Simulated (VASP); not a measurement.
```xyz
4
Lattice="3.8979 0.0000 0.0000 0.0000 3.8979 0.0000 0.0000 0.0000 3.8979" Properties=species:S:1:pos:R:3 pbc="T T T"
Ti     0.0000     0.0000     0.0000
Pt     0.0000     1.9489     1.9489
Pt     1.9489     0.0000     1.9489
Pt     1.9489     1.9489     0.0000
```

These are PBEsol GGA, VASP's PBE PAW potentials (set 64) (plane waves; VASP 6.6.1) values and carry that method's errors. Run with 480 eV cut-off, 8×8×8 Γ-centred mesh, first-order Methfessel-Paxton smearing of 0.10 eV, potentials Ti_sv Pt.

Stress in GPa, positive for a compressed cell; the cube axes lie along x, y and z, and the ions stay on their sites.

```csv
strain,σxx,σyy,σzz
none,0.06,0.06,0.06
"εyy = +0.5 %, εzz = +0.5 %",-2.08,-2.75,-2.75
"εxx = -1.0 %, εyy = -1.0 %, εzz = -1.0 %",8.72,8.72,8.72
```

Task: Fit C11 and C12 to these rows, and predict the stress for εxx = -4.0 %, εyy = -4.0 %, εzz = -4.0 %.

Result: Least squares on Δσ_i = −C11 ε_i − C12 (ε_j + ε_k) over all components shown gives C11 = 375 GPa and C12 = 241 GPa, and so σxx, σyy, σzz = 34.34, 34.34, 34.34 GPa. The run gave 44.47, 44.47, 44.47 GPa; the difference holds the non-linear terms and numerical noise.

Left out are shears, moved atoms, failed runs and, from the fit, strains over 2.5 %.

The compound is Pt3Ti in the L1_2 structure.
